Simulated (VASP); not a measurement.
Here is the system:

```
MnO2
1.0
    4.40000     0.00000     0.00000
    0.00000     4.40000     0.00000
    0.00000     0.00000     2.87000
Mn O
2 4
Direct
  0.00000   0.00000   0.00000
  0.50000   0.50000   0.50000
  0.30500   0.30500   0.00000
  0.80500   0.19500   0.50000
  0.19500   0.80500   0.50000
  0.69500   0.69500   0.00000
```
Starting moments (μB, in the order of the record's atoms Mn Mn O O O O): 3.0 -3.0 0.0 0.0 0.0 0.0.

These are LDA (Ceperley-Alder, Perdew-Zunger), VASP's LDA PAW potentials (set 64) (plane waves; VASP 6.6.1) values and carry that method's errors. Run with 400 eV cut-off, 3×3×5 Γ-centred mesh, Fermi-Dirac smearing of 0.010 eV, potentials Mn_pv O.

Give the spin-up energies of bands 16 to 29 at the high-symmetry points, in eV from the Fermi level.

| band | Γ | X | M | Z | R | A |
|---|---|---|---|---|---|---|
| 16 | -4.09 | -4.75 | -4.10 | -5.15 | -5.15 | -4.97 |
| 17 | -4.04 | -4.53 | -4.03 | -4.63 | -4.01 | -4.61 |
| 18 | -3.55 | -4.30 | -3.21 | -4.19 | -4.01 | -4.16 |
| 19 | -1.95 | -3.46 | -2.64 | -3.99 | -3.69 | -2.99 |
| 20 | -1.91 | -3.00 | -2.59 | -3.53 | -3.59 | -2.30 |
| 21 | -1.73 | -1.74 | -2.15 | -2.93 | -1.93 | -2.04 |
| 22 | -1.41 | -1.57 | -2.11 | -2.68 | -1.83 | -1.69 |
| 23 | -1.20 | -1.37 | -2.03 | -1.58 | -1.65 | -1.58 |
| 24 | -1.18 | -1.05 | -1.88 | -0.65 | -1.57 | -0.70 |
| 25 | -0.48 | -0.28 | -0.49 | 0.19 | -1.09 | -0.45 |
| 26 | -0.40 | 0.52 | 0.06 | 0.80 | 0.69 | 0.68 |
| 27 | 0.06 | 0.83 | 0.36 | 1.01 | 1.08 | 0.84 |
| 28 | 1.06 | 1.48 | 1.88 | 1.51 | 1.19 | 1.22 |
| 29 | 1.74 | 2.39 | 2.14 | 1.81 | 1.24 | 1.92 |

Give the spin-down energies of bands 16 to 29 at the high-symmetry points, in eV from the Fermi level.

```csv
band,Γ,X,M,Z,R,A
16,-4.09,-4.75,-4.10,-5.15,-5.15,-4.97
17,-4.04,-4.53,-4.03,-4.63,-4.01,-4.61
18,-3.55,-4.30,-3.21,-4.19,-4.01,-4.16
19,-1.95,-3.46,-2.64,-3.99,-3.69,-2.99
20,-1.91,-3.00,-2.59,-3.53,-3.59,-2.30
21,-1.73,-1.74,-2.15,-2.93,-1.93,-2.04
22,-1.41,-1.57,-2.11,-2.68,-1.83,-1.69
23,-1.20,-1.37,-2.03,-1.58,-1.65,-1.58
24,-1.18,-1.05,-1.88,-0.65,-1.57,-0.70
25,-0.48,-0.28,-0.49,0.19,-1.09,-0.45
26,-0.40,0.52,0.06,0.80,0.69,0.68
27,0.06,0.83,0.36,1.01,1.08,0.84
28,1.06,1.48,1.88,1.51,1.19,1.22
29,1.74,2.39,2.14,1.81,1.24,1.92
```

It has no gap at this level: it comes out as a metal or semimetal.

The structure is a typed MnO2 crystal. The cell was not relaxed at this level. The k-mesh is coarse (spacing up to 0.48 per Å, 2π included), so the numbers may not be converged in it.
